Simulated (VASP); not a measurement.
Elastic constants (GPa) of a crystal from PBEsol GGA, VASP's PBE PAW potentials (set 64) (VASP 6.6.1):

```json
[
 {"": "xx", "xx": "182.0", "yy": "72.1", "zz": "72.1", "yz": "0.0", "xz": "0.0", "xy": "0.0"},
 {"": "yy", "xx": "72.1", "yy": "182.0", "zz": "72.1", "yz": "0.0", "xz": "0.0", "xy": "0.0"},
 {"": "zz", "xx": "72.1", "yy": "72.1", "zz": "182.0", "yz": "0.0", "xz": "0.0", "xy": "0.0"},
 {"": "yz", "xx": "0.0", "yy": "0.0", "zz": "0.0", "yz": "21.6", "xz": "0.0", "xy": "0.0"},
 {"": "xz", "xx": "0.0", "yy": "0.0", "zz": "0.0", "yz": "0.0", "xz": "21.6", "xy": "0.0"},
 {"": "xy", "xx": "0.0", "yy": "0.0", "zz": "0.0", "yz": "0.0", "xz": "0.0", "xy": "21.6"}
]
```

Question: Work out the Voigt, Reuss and Hill moduli, Young's modulus and Poisson's ratio.

Answer: All eigenvalues are positive (smallest 21.6 GPa), so the crystal is stable. K_V = (C11+C22+C33+2(C12+C13+C23))/9 = (546.0 + 2×216.3)/9 = 108.7 GPa; G_V = (546.0 − 216.3 + 3×64.8)/15 = 34.9 GPa. From the compliances, K_R = 108.7 GPa and G_R = 28.5 GPa. Hill: K = 108.7 GPa, G = 31.7 GPa, E = 9KG/(3K+G) = 86.8 GPa, ν = (3K−2G)/(2(3K+G)) = 0.367. K/G = 3.43, above Pugh's 1.75; universal anisotropy A^U = 1.12.

Question: With a density of 6.35 g/cm³, what are the mean sound speeds?

Answer: v_l = √((K+4G/3)/ρ) = 4.88 km/s and v_t = √(G/ρ) = 2.24 km/s. The crystal is CdF$_{2}$ (fluorite), cubic.

The compound is CdF2 in the fluorite structure. It was relaxed first.
